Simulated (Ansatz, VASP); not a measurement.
# LiBe6Si: VASP beside Ansatz, part 3 of 3

Wanted: the spread between two codes on one cell, functional and k mesh. The cell is generated by rule, not measured, and may not be a known phase. The cell is taken from a series of runs on this material, whose earlier steps may have relaxed, scaled, displaced or heated it; both programs get it as it stands.

VASP 6.6.1 and Ansatz 0.2.0.

So far: The structure; Ansatz: zone-centre phonons, LDA; VASP: zone-centre phonons, LDA.

## 3. VASP: zone-centre phonons, LDA (continued)

Level of this step: LDA; plane waves and PAW (Li_sv, Be, Si); invented cell (VASP).

Numbers of over 12 decimals in the logs are rounded to 6 here.

Parts of OUTCAR (step 3):

```text
ion  position               nearest neighbor table
   1  0.500  0.500  0.500-   3 2.33   4 2.33   7 2.33   2 2.33   3 2.33   6 2.33   2 2.33   5 2.33
                             7 2.33   4 2.33   5 2.33   6 2.33
   2  0.500  0.000  0.000-   3 2.33   7 2.33   8 2.33   1 2.33   5 2.33   7 2.33   1 2.33   3 2.33
                             6 2.33   5 2.33   6 2.33   8 2.33
   3  0.500  0.500  0.000-   1 2.33   2 2.33   6 2.33   1 2.33   4 2.33   7 2.33   2 2.33   7 2.33
                             8 2.33   4 2.33   6 2.33   8 2.33
   4  0.000  0.500  0.500-   1 2.33   5 2.33   6 2.33   3 2.33   6 2.33   8 2.33   5 2.33   7 2.33
                             8 2.33   1 2.33   3 2.33   7 2.33
   5  0.000  0.000  0.500-   4 2.33   7 2.33   8 2.33   2 2.33   6 2.33   8 2.33   1 2.33   4 2.33
                             6 2.33   1 2.33   2 2.33   7 2.33
   6  0.000  0.500  0.000-   3 2.33   4 2.33   8 2.33   1 2.33   4 2.33   5 2.33   2 2.33   5 2.33
                             8 2.33   1 2.33   2 2.33   3 2.33
   7  0.500  0.000  0.500-   1 2.33   2 2.33   5 2.33   2 2.33   3 2.33   8 2.33   1 2.33   3 2.33
                             4 2.33   4 2.33   5 2.33   8 2.33
   8  0.000  0.000  0.000-   2 2.33   5 2.33   6 2.33   4 2.33   5 2.33   7 2.33   3 2.33   4 2.33
                             6 2.33   2 2.33   3 2.33   7 2.33

  LATTYP: Found a face centered cubic cell.
 ALAT       =     6.6023094614

 Subroutine GETGRP returns: Found 48 space group operations
 (whereof 48 operations were pure point group operations)

The static configuration has the point symmetry O_h .

 Found     72 irreducible k-points:

   k-points           NKPTS =     72   k-points in BZ     NKDIM =     72   number of bands    NBANDS=     17

   dimension x,y,z NGX =    42 NGY =   42 NGZ =   42
   dimension x,y,z NGXF=    84 NGYF=   84 NGZF=   84

   ENCUT  =  750.0 eV  55.12 Ry    7.42 a.u.  10.42 10.42 10.42*2*pi/ulx,y,z

   NELECT =      19.0000    total number of electrons

 k-points in reciprocal lattice and weights: Automatic mesh
   0.00000000  0.00000000  0.00000000       0.001
   0.08333333  0.00000000  0.00000000       0.005
   0.16666667  0.00000000  0.00000000       0.005
   0.25000000  0.00000000  0.00000000       0.005
   0.33333333  0.00000000  0.00000000       0.005
   0.41666667  0.00000000  0.00000000       0.005
   0.50000000  0.00000000  0.00000000       0.002
   0.08333333  0.08333333  0.00000000       0.003
   0.16666667  0.08333333  0.00000000       0.014
[...]
-----------------------------------------------------------------------------------
    total drift:                               -0.000000     -0.000000      0.000000

 Eigenvectors and eigenvalues of the dynamical matrix
 ----------------------------------------------------

   1 f  =   19.342748 THz   121.534073 2PiTHz  645.204640 cm-1    79.995144 meV
             X         Y         Z           dx          dy          dz
      3.301155  3.301155  3.301155    -0.119773    0.822834   -0.015175
      0.000000  1.650577  1.650577     0.005009   -0.152698    0.232283
      1.650577  1.650577  3.301155    -0.207934   -0.115052    0.000635
      3.301155  1.650577  1.650577     0.005009   -0.144231   -0.226807
      1.650577  1.650577  0.000000     0.251156   -0.181878    0.000635
      1.650577  0.000000  1.650577     0.017377   -0.034409   -0.030675
      1.650577  3.301155  1.650577     0.025844   -0.034409    0.036151
      0.000000  0.000000  0.000000     0.003475   -0.023876    0.000440

   2 f  =   19.342748 THz   121.534073 2PiTHz  645.204640 cm-1    79.995144 meV
             X         Y         Z           dx          dy          dz
      3.301155  3.301155  3.301155     0.107814    0.000485   -0.824626
      0.000000  1.650577  1.650577    -0.004509   -0.230133    0.148923
      1.650577  1.650577  3.301155    -0.019588   -0.030164    0.034484
      3.301155  1.650577  1.650577    -0.004509    0.229957    0.148652
      1.650577  1.650577  0.000000    -0.019318    0.029989    0.034484
      1.650577  0.000000  1.650577    -0.249498   -0.000020    0.178865
      1.650577  3.301155  1.650577     0.210592   -0.000020    0.118711
      0.000000  0.000000  0.000000    -0.003128   -0.000014    0.023928

   3 f  =   19.342748 THz   121.534073 2PiTHz  645.204640 cm-1    79.995144 meV
             X         Y         Z           dx          dy          dz
      3.301155  3.301155  3.301155    -0.815882   -0.120730   -0.106742
      0.000000  1.650577  1.650577     0.034118   -0.007994   -0.014420
      1.650577  1.650577  3.301155     0.180890    0.249389    0.004464
      3.301155  1.650577  1.650577     0.034118    0.051561    0.052939
      1.650577  1.650577  0.000000     0.113530   -0.205822    0.004464
      1.650577  0.000000  1.650577     0.117432    0.005049   -0.208346
      1.650577  3.301155  1.650577     0.176988    0.005049    0.246865
      0.000000  0.000000  0.000000     0.023674    0.003503    0.003097

   4 f  =   15.525087 THz    97.547001 2PiTHz  517.861173 cm-1    64.206574 meV
             X         Y         Z           dx          dy          dz
      3.301155  3.301155  3.301155    -0.116315    0.161377   -0.018380
      0.000000  1.650577  1.650577    -0.047625   -0.189821   -0.248282
      1.650577  1.650577  3.301155     0.432711   -0.418056   -0.007525
      3.301155  1.650577  1.650577    -0.047625   -0.252108    0.298614
      1.650577  1.650577  0.000000    -0.114185   -0.023872   -0.007525
      1.650577  0.000000  1.650577     0.190407    0.066076    0.222258
      1.650577  3.301155  1.650577     0.128120    0.066076   -0.171926
      0.000000  0.000000  0.000000    -0.253161    0.351239   -0.040003

   5 f  =   15.525087 THz    97.547001 2PiTHz  517.861173 cm-1    64.206574 meV
             X         Y         Z           dx          dy          dz
      3.301155  3.301155  3.301155    -0.162064   -0.116812   -0.000021
      0.000000  1.650577  1.650577    -0.066357    0.159979    0.197963
      1.650577  1.650577  3.301155     0.023970   -0.114667   -0.000009
      3.301155  1.650577  1.650577    -0.066357    0.159908   -0.197906
      1.650577  1.650577  0.000000     0.419838    0.434555   -0.000009
      1.650577  0.000000  1.650577     0.221939   -0.047828    0.274639
      1.650577  3.301155  1.650577     0.221868   -0.047828   -0.274582
      0.000000  0.000000  0.000000    -0.352732   -0.254242   -0.000045

   6 f  =   15.525087 THz    97.547001 2PiTHz  517.861173 cm-1    64.206574 meV
             X         Y         Z           dx          dy          dz
      3.301155  3.301155  3.301155     0.010764   -0.014898   -0.198927
      0.000000  1.650577  1.650577     0.004407    0.357473    0.297622
      1.650577  1.650577  3.301155    -0.039982    0.038638   -0.081450
      3.301155  1.650577  1.650577     0.004407   -0.316676    0.247134
      1.650577  1.650577  0.000000     0.010506    0.002160   -0.081450
      1.650577  0.000000  1.650577     0.322336   -0.006100    0.254140
      1.650577  3.301155  1.650577    -0.351813   -0.006100    0.290617
      0.000000  0.000000  0.000000     0.023427   -0.032426   -0.432965

   7 f  =   14.265869 THz    89.635098 2PiTHz  475.858166 cm-1    58.998867 meV
             X         Y         Z           dx          dy          dz
      3.301155  3.301155  3.301155     0.000000   -0.000000    0.000000
      0.000000  1.650577  1.650577    -0.000000   -0.007246   -0.339691
      1.650577  1.650577  3.301155    -0.329697    0.008910   -0.000000
      3.301155  1.650577  1.650577    -0.000000   -0.123986   -0.361538
      1.650577  1.650577  0.000000    -0.351544    0.122322   -0.000000
      1.650577  0.000000  1.650577     0.282251    0.000000    0.293908
      1.650577  3.301155  1.650577     0.398990   -0.000000    0.407320
      0.000000  0.000000  0.000000    -0.000000    0.000000   -0.000000

   8 f  =   14.265869 THz    89.635098 2PiTHz  475.858166 cm-1    58.998867 meV
             X         Y         Z           dx          dy          dz
      3.301155  3.301155  3.301155    -0.000000    0.000000   -0.000000
      0.000000  1.650577  1.650577    -0.000000    0.497967   -0.137219
      1.650577  1.650577  3.301155    -0.117982   -0.494765    0.000000
      3.301155  1.650577  1.650577     0.000000    0.479366    0.025487
      1.650577  1.650577  0.000000     0.044723   -0.482569   -0.000000
      1.650577  0.000000  1.650577     0.027329   -0.000000    0.049768
      1.650577  3.301155  1.650577     0.045930    0.000000    0.061964
      0.000000  0.000000  0.000000    -0.000000   -0.000000    0.000000

   9 f  =   14.265869 THz    89.635098 2PiTHz  475.858166 cm-1    58.998867 meV
             X         Y         Z           dx          dy          dz
      3.301155  3.301155  3.301155    -0.000000   -0.000000    0.000000
      0.000000  1.650577  1.650577    -0.000000   -0.044452    0.340267
      1.650577  1.650577  3.301155    -0.356904   -0.071612    0.000000
      3.301155  1.650577  1.650577     0.000000    0.069537    0.344443
      1.650577  1.650577  0.000000    -0.352727    0.046527   -0.000000
      1.650577  0.000000  1.650577     0.411810   -0.000000   -0.401424
      1.650577  3.301155  1.650577     0.297821    0.000000   -0.283286
      0.000000  0.000000  0.000000    -0.000000    0.000000    0.000000

  10 f  =   13.697588 THz    86.064484 2PiTHz  456.902357 cm-1    56.648647 meV
             X         Y         Z           dx          dy          dz
      3.301155  3.301155  3.301155    -0.000000    0.000000    0.000000
      0.000000  1.650577  1.650577    -0.408248   -0.000000   -0.000000
      1.650577  1.650577  3.301155     0.000000   -0.000000    0.408248
      3.301155  1.650577  1.650577     0.408248    0.000000   -0.000000
      1.650577  1.650577  0.000000    -0.000000    0.000000   -0.408248
      1.650577  0.000000  1.650577    -0.000000   -0.408248    0.000000
      1.650577  3.301155  1.650577    -0.000000    0.408248    0.000000
      0.000000  0.000000  0.000000     0.000000    0.000000   -0.000000

  11 f  =   12.150018 THz    76.340812 2PiTHz  405.280963 cm-1    50.248413 meV
             X         Y         Z           dx          dy          dz
      3.301155  3.301155  3.301155    -0.000000    0.000000    0.000000
      0.000000  1.650577  1.650577     0.000000   -0.479719   -0.278684
      1.650577  1.650577  3.301155    -0.195655   -0.019016   -0.000000
      3.301155  1.650577  1.650577     0.000000    0.411633    0.130293
    [... 145 further lines ...]
      1.650577  3.301155  1.650577     0.001995   -0.020022   -0.314873
      0.000000  0.000000  0.000000    -0.007494   -0.035727   -0.570237

 ELASTIC MODULI CONTR FROM IONIC RELAXATION (kBar)
 Direction    XX          YY          ZZ          XY          YZ          ZX
 --------------------------------------------------------------------------------
 XX           0.0000      0.0000      0.0000      0.0000      0.0000      0.0000
 YY           0.0000      0.0000      0.0000      0.0000      0.0000      0.0000
 ZZ           0.0000      0.0000      0.0000      0.0000      0.0000      0.0000
 XY           0.0000      0.0000      0.0000      0.0000      0.0000      0.0000
 YZ           0.0000      0.0000      0.0000      0.0000      0.0000      0.0000
 ZX           0.0000      0.0000      0.0000      0.0000      0.0000      0.0000
 --------------------------------------------------------------------------------
```

This run has no spin polarisation. Its electron count is odd, so without a moment it is a metal by construction.

## 4. Comparison

Known differences besides the potentials themselves: the two LDA forms differ slightly; the cutoff is 420 eV in Ansatz and 750 eV in VASP; VASP's log shows a relativistic correction to its local exchange, Ansatz's none. Total energies have different zeros and are not compared.

Compared:

| quantity | Ansatz | VASP | difference |
| --- | --- | --- | --- |
| optical mode 1 to 3 (cm⁻¹) | 242.1 | 250.4 | -3.30 % |
| optical mode 4 to 5 (cm⁻¹) | 331.4 | 331.7 | -0.10 % |
| optical mode 6 to 8 (cm⁻¹) | 390.1 | 394.1 | -1.01 % |
| optical mode 9 to 11 (cm⁻¹) | 404.6 | 405.3 | -0.17 % |
| optical mode 12 (cm⁻¹) | 454.7 | 456.9 | -0.48 % |
| optical mode 13 to 15 (cm⁻¹) | 475.1 | 475.9 | -0.16 % |
| optical mode 16 to 18 (cm⁻¹) | 510.5 | 517.9 | -1.43 % |
| optical mode 19 to 21 (cm⁻¹) | 632.1 | 645.2 | -2.04 % |

Modes are paired by rising frequency, not by their patterns, so a pair may set unlike modes beside each other; they are those without the splitting of longitudinal modes.

## 5. Summary of results

| Property | Result |
| --- | --- |
| r.m.s. difference of the optical zone-centre modes, each program's sorted by frequency (zone-centre phonons, LDA) | 6.7 cm⁻¹ |
| difference in optical mode 1 to 3 (zone-centre phonons, LDA) | -3.3 % |

**Reading.** The r.m.s. difference of the optical zone-centre modes, each program's sorted by frequency is 6.7 cm⁻¹ (zone-centre phonons, LDA). Among the rows given in per cent, the largest difference of the zone-centre phonons, LDA pair is in optical mode 1 to 3, -3.3 %. What causes the difference of the zone-centre phonons, LDA pair stays open here. How closely two codes agree says nothing of how well the functional describes the real material.

[Lines on the potential files, build, host, timing and source positions are cut from VASP's logs without a mark.]

[Logs are printed without paths, hosts, clocks, repeated set-up lines and the standing remarks that a program may print on its own settings, such as how far it seeks lower states.]

[Hosts, paths, dates, database ids (printed as entryN), source tags and the programs' standing remarks are cut or masked in the printed files.]
